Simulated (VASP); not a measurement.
```yaml
crystal:
  lattice:
    - [3.01619, 0.00000, 0.00000]
    - [-3.01619, 3.01619, 0.00000]
    - [0.00000, 0.00000, 18.39000]
  atoms:
    - { symbol: Co, position: [0.00000, 0.00000, 0.44209], spin: 3.0 }
    - { symbol: Co, position: [0.00000, 0.50000, 0.32626], spin: 3.0 }
    - { symbol: Co, position: [0.00000, 0.00000, 0.67374], spin: 3.0 }
    - { symbol: Co, position: [0.00000, 0.50000, 0.55791], spin: 3.0 }
    - { symbol: O, position: [0.00000, 0.00000, 0.32626] }
    - { symbol: O, position: [0.00000, 0.50000, 0.44209] }
    - { symbol: O, position: [0.00000, 0.00000, 0.55791] }
    - { symbol: O, position: [0.00000, 0.50000, 0.67374] }
```

Method: PBE GGA + U (Dudarev), VASP's PBE PAW potentials (set 64) (plane waves; VASP). Run with 400 eV cut-off, 9×9×1 Γ-centred mesh, Gaussian smearing of 0.27 eV, potentials Co O, U − J: Co 3.32 eV.

The cell holds a wide vacuum, so values per volume refer to the whole cell. The moments were started parallel, and other spin orders were not tried in this run.

Give the spin-up energies of bands 25 to 38 at the high-symmetry points, in eV from the Fermi level.

```tsv
band	Γ	X	M
25	-3.43	-2.90	-3.38
26	-3.17	-2.90	-3.38
27	-3.17	-2.21	-2.98
28	-2.73	-2.21	-2.98
29	-2.56	-1.76	-2.92
30	-2.56	-1.76	-2.92
31	-2.38	-0.73	-2.84
32	-2.34	-0.73	-2.84
33	-2.19	-0.70	-2.50
34	-2.19	-0.70	-2.50
35	-2.08	0.25	-1.96
36	-2.08	0.25	-1.96
37	1.12	4.98	5.35
38	1.72	4.98	5.35
```

Give the spin-down energies of bands 25 to 38 at the high-symmetry points, in eV from the Fermi level.

```json
[
 {"band": "25", "Γ": "-0.04", "X": "0.46", "M": "-0.35"},
 {"band": "26", "Γ": "0.00", "X": "0.46", "M": "-0.35"},
 {"band": "27", "Γ": "0.00", "X": "1.79", "M": "1.60"},
 {"band": "28", "Γ": "0.42", "X": "1.79", "M": "1.60"},
 {"band": "29", "Γ": "0.94", "X": "2.08", "M": "2.04"},
 {"band": "30", "Γ": "1.17", "X": "2.08", "M": "2.04"},
 {"band": "31", "Γ": "1.23", "X": "3.29", "M": "2.16"},
 {"band": "32", "Γ": "1.87", "X": "3.29", "M": "2.16"},
 {"band": "33", "Γ": "2.10", "X": "3.80", "M": "2.94"},
 {"band": "34", "Γ": "2.36", "X": "3.80", "M": "2.94"},
 {"band": "35", "Γ": "2.42", "X": "4.48", "M": "3.38"},
 {"band": "36", "Γ": "2.42", "X": "4.48", "M": "3.38"},
 {"band": "37", "Γ": "2.68", "X": "5.70", "M": "6.48"},
 {"band": "38", "Γ": "3.05", "X": "5.70", "M": "6.48"}
]
```

It has no gap at this level: it comes out as a metal or semimetal.

The cell is a sheet with vacuum, built from a generated structure. A gapless solution with U can be a metastable orbital state.
